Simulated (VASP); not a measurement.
The system is MnSb.

```xyz
4
Lattice="4.1500 0.0000 0.0000 -2.0750 3.5940 0.0000 0.0000 0.0000 5.7800" Properties=species:S:1:pos:R:3 pbc="T T T"
Mn    0.0000    0.0000    0.0000
Mn    0.0000    0.0000    2.8900
Sb    0.0000    2.3960    1.4450
Sb    2.0750    1.1980    4.3350
```

| Property | Result |
| --- | --- |
| Program | VASP 6.6.1 |
| Task | relaxation of cell and atoms |
| Functional | PBE |
| Potentials or basis | VASP PAW PBE potentials, release 64 (Mn_pv, Sb) |
| Cutoff | 520 eV |
| k mesh | 12 × 12 × 8 |
| Occupations | methfessel-paxton, width 0.2 eV |
| Spin | collinear spin, ferromagnetic start |
| Starting moments | [3.5, 3.5, 0.0, 0.0] μB |

At the start: pressure -3.2 GPa; volume 21.55 Å³/atom.

Where does the relaxation end?

Over 8 steps the energy falls by 13.7 meV/atom and the volume is 20.33 Å³/atom (-5.7 %); space group P6_3/mmc (No. 194, to 0.05 Å); moment 6.40 μB per cell.

The path:
```csv
step,energy change (eV),largest force (eV/Å),pressure (GPa),volume (Å³)
1,0.0000,0.0000,-3.16,86.21
2,-0.0531,0.0000,0.22,81.02
3,-0.0532,0.0000,0.08,81.21
4,-0.0544,0.0000,0.06,81.25
5,-0.0548,0.0000,0.05,81.28
6,-0.0548,0.0000,0.05,81.28
7,-0.0548,0.0000,-0.01,81.37
8,-0.0548,0.0000,0.01,81.34
```

Final structure:
```
Mn Sb
1.0
     4.09577    0.00000    0.00000
    -2.04788    3.54704    0.00000
     0.00000    0.00000    5.59869
Mn Sb
2 2
Cartesian
  0.0000 0.0000 0.0000
  0.0000 0.0000 2.7993
  0.0000 2.3647 1.3997
  2.0479 1.1823 4.1990
```

Caveat: only a ferromagnetic start was run, and an antiferromagnetic order may lie lower in energy.
